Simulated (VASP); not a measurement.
An input for Quantum ESPRESSO's pw.x (written as the equivalent of a VASP run, and not itself run):

```
&CONTROL
  calculation = 'vc-relax'
  pseudo_dir = './pseudo'
  outdir = './out'
  tprnfor = .true.
  tstress = .true.
  nstep = 40
  forc_conv_thr = 0.00039
/
&SYSTEM
  ibrav = 0
  nat = 3
  ntyp = 2
  ecutwfc = 70
  occupations = 'smearing'
  smearing = 'gaussian'
  degauss = 0.003675
  input_dft = 'pbesol'
/
&ELECTRONS
  conv_thr = 7.3e-09
  electron_maxstep = 100
/
&IONS
/
&CELL
  press = 150
/
ATOMIC_SPECIES
  Pb 207.200 Pb.upf
  I 126.904 I.upf
CELL_PARAMETERS angstrom
     2.2693820   -3.9306850   -0.0000000
     2.2693820    3.9306850   -0.0000000
    -0.0000000   -0.0000000    7.0320762
ATOMIC_POSITIONS crystal
  Pb   0.0000000  0.0000000  0.0000000
  I    0.3333330  0.6666670  0.2655666
  I    0.6666670  0.3333330  0.7344334
K_POINTS automatic
  6 6 4 0 0 0
```

Translate this input to VASP (INCAR, KPOINTS, POSCAR, choice of POTCAR).

One answer among several that fit: 
**POSCAR**
```
PbI2
1
    2.2693819716    -3.9306850332    -0.0000000000
    2.2693819716     3.9306850332    -0.0000000000
   -0.0000000000    -0.0000000000     7.0320761878
Pb I
1 2
Direct
  0.0000000000   0.0000000000   0.0000000000
  0.3333330000   0.6666670000   0.2655665691
  0.6666670000   0.3333330000   0.7344334309
```

File KPOINTS:
```
K-points
0
gamma
6 6 4
0 0 0
```

INCAR:
```
SIGMA = 0.05   ! width (eV)
EDIFFG = -0.01   ! ionic stop
IBRION = 2   ! conjugate gradients
ALGO = Normal   ! blocked Davidson
SYSTEM = PbI2
ISIF = 3   ! ions, shape and volume
ISMEAR = 0   ! Gaussian
NSW = 40   ! most ionic steps
EDIFF = 1E-7
PREC = Accurate
LCHARG = F
NELM = 100
LREAL = F   ! projection in real space or not
ENCUT = 480
GGA = PS   ! PBEsol
PSTRESS = 150   ! kbar
LASPH = T   ! aspherical one-centre terms
LWAVE = F
LMAXMIX = 4   ! l cut-off of mixed one-centre charges
```

POTCAR, in this order: Pb_d I (PBE.64 set). Program: vasp_std.

The two are equivalent in intent, not identical: the potentials are each code's own (VASP's PAW set, PseudoDojo norm-conserving files in pw.x), so ENCUT and ecutwfc are chosen apart and not converted; conv_thr bounds pw.x's estimated SCF error, while EDIFF bounds the energy change between steps; forc_conv_thr acts on force components and is met together with etot_conv_thr.

The compound is PbI2 in the 1T layered structure. This run relaxes it under an external pressure of 15 GPa. Symmetry was kept, so distortions that lower it aren't found. The k-mesh is coarse (spacing up to 0.31 per Å, 2π included), so the numbers may not be converged in it.
